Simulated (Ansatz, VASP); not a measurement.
## TaIn4: VASP beside Ansatz

The input INCAR:

```
ALGO     = Fast           # electronic algorithm
EDIFF    = 1E-7           # SCF threshold, eV
EDIFFG   = -0.08          # ionic threshold
ENCUT    = 600            # plane-wave cutoff, eV
GGA      = PE             # functional
IBRION   = 2              # ionic algorithm
ISIF     = 3              # what is computed and relaxed
ISMEAR   = 0              # smearing method
LASPH    = T              # aspherical terms in the spheres
LCHARG   = F              # write CHGCAR
LREAL    = F              # projectors in reciprocal space
LWAVE    = F              # write WAVECAR
NELM     = 80             # most SCF steps
NSW      = 36             # ionic steps
PREC     = Accurate       # precision mode
SIGMA    = 0.2            # smearing width, eV
```

The input KPOINTS:

```
k-points
0
Gamma
  4 4 4
```

Contents of POSCAR:

```
TaIn4
1.0
   -3.0450000000      3.0450000000      3.0450000000
    3.0450000000     -3.0450000000      3.0450000000
    3.0450000000      3.0450000000     -3.0450000000
Ta In
1 4
Direct
    0.0000000000      0.0000000000      0.0000000000
    0.0000000000      0.5000000000      0.0000000000
    0.5000000000      0.0000000000      0.0000000000
    0.0000000000      0.0000000000      0.5000000000
    0.5000000000      0.5000000000      0.5000000000
```

Input for Ansatz:

```yaml
crystal:
  lattice:
    - [-3.045, 3.045, 3.045]
    - [3.045, -3.045, 3.045]
    - [3.045, 3.045, -3.045]
  atoms:
    - { symbol: Ta, position: [0.0, 0.0, 0.0] }
    - { symbol: In, position: [0.0, 0.5, 0.0] }
    - { symbol: In, position: [0.5, 0.0, 0.0] }
    - { symbol: In, position: [0.0, 0.0, 0.5] }
    - { symbol: In, position: [0.5, 0.5, 0.5] }
basis:
  ecutwfc: 420
kpoints:
  mp_grid: { grid: [4, 4, 4] }
hamiltonian:
  xc: pbe
scf:
  occupations: { method: gaussian, width: 0.2 }
  lower_state_search: "off"
output:
  forces: true
  stress: true
  eigenvalues: true
relax:
  adjacent_minimum: "off"
  f_tol: 0.08
  max_steps: 16
  cell: { stress_tol: 0.8 }
```

Alike in both runs: task relaxation of cell and atoms; functional PBE; k mesh 4 × 4 × 4; occupations gaussian, width 0.2 eV; no spin polarisation.

```csv
,VASP,Ansatz
version,VASP 6.6.1,Ansatz 0.2.0
potentials or method,"VASP PAW PBE potentials, release 64 (Ta_pv, In_d)","scalar-relativistic, plane waves, PAW"
plane-wave cutoff (eV),600,420
valence electrons in the cell,63,65
```

|  | VASP | Ansatz | Ansatz less VASP |
| --- | --- | --- | --- |
| gap on the k mesh at the Fermi level, each at its own relaxed structure (eV) | none | none | - |
| relaxed volume (Å³/atom) | 28.35 | 28.33 | -0.014 |
| relaxed cell length with the largest relative difference (Å) | 5.689 | 5.688 | -0.0009 |
| energy change over the relaxation (meV/atom) | -318 | -318 | -0.5 |

A gap of «none» marks a metal or a gap that the smearing closes. The two sets of potentials don't hold the same shells in valence.

Caveats: the k mesh is coarse (spacing up to 0.36 Å⁻¹), so the values aren't converged; the volume moved by over 15 % at a fixed basis, so the end points are rough (VASP). Spin-orbit coupling is left out, which matters for the levels of Ta.
